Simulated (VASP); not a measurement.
VASP runs on BaS (rock salt) share one base input (PBE GGA, plane waves, VASP's PBE PAW potentials (set 64)) and change the settings named in each case.

INCAR:
```
SYSTEM = BaS
PREC = Accurate; ENCUT = 400; LREAL = .False.
LASPH = .True.
EDIFF = 1E-6; NELM = 100; ALGO = Normal
LMAXMIX = 4
ISMEAR = 0; SIGMA = 0.05
GGA = PE
ISIF = 2
LWAVE = .False.; LCHARG = .False.
```

**POSCAR**
```
BaS
1
    0.0000000000     3.2589000000     3.2589000000
    3.2589000000     0.0000000000     3.2589000000
    3.2589000000     3.2589000000     0.0000000000
Ba S
1 1
Direct
  0.0000000000   0.0000000000   0.0000000000
  0.5000000000   0.5000000000   0.5000000000
```

File KPOINTS:
```
Automatic mesh
0
Gamma
6 6 6
0 0 0
```

POTCAR, in this order: Ba_sv S (PBE.64 set). Program: vasp_std.

```
change                      E(σ→0) (eV/atom)  −TS (eV)
--------------------------  ----------------  --------
base run                             -5.0934    0.0000
ISMEAR = 2, SIGMA = 0.3              -5.0935    0.0052
SIGMA = 0.01                         -5.0934    0.0000
ISMEAR = 2, SIGMA = 0.01             -5.0934    0.0000
ISMEAR = -1, SIGMA = 0.3                 ___       ___
SIGMA = 0.02                         -5.0934    0.0000
ISMEAR = -5, SIGMA removed           -5.0934    0.0000
ISMEAR = -4, SIGMA removed           -5.0934    0.0000
```

### Question
Fill in the missing entries.

### Answer

- ISMEAR = -1, SIGMA = 0.3, E(σ→0) (eV/atom): -5.0890
- ISMEAR = -1, SIGMA = 0.3, −TS (eV): -0.0263

Unless said otherwise, spin-orbit coupling is left out, though it shifts the bands of the heavy elements here.

Left out are runs that ran out of time, are held back, or changed the cell or the kind of run, fixed moments of cells without a moment, rows past the twelfth, gaps on odd meshes, pressures of charged cells and columns that move by less than the noise.

The compound is BaS in the rock salt structure. The cell was not relaxed at this level.
